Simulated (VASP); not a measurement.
AgI (zinc blende): the bulk modulus from VASP (plane waves, PAW) at several levels of theory. Static lattice, third-order Birch-Murnaghan fit over five volumes.

```csv
level,bulk modulus (GPa)
RPBE,19.4
AM05,30.4
PBE-D3(BJ),31.6
PBE-D4,32.1
optB88-vdW,29.7
rev-vdW-DF2,30.4
```

The cell of the RPBE run:

```
CELL_PARAMETERS angstrom
      0.00000     3.39462     3.39462
      3.39462     0.00000     3.39462
      3.39462     3.39462     0.00000
ATOMIC_POSITIONS crystal
  Ag 0.00000 0.00000 0.00000
  I  0.25000 0.25000 0.25000
```

Only levels that ran to the end are used. Left out are those held back, those with too coarse a band path, GW runs whose mesh misses a band edge, hybrids' fits of cells that aren't cubic and levels without matching references; a question may draw on a part of the rest.

The compound is AgI in the zinc blende structure, whereas wurtzite is the usual form.
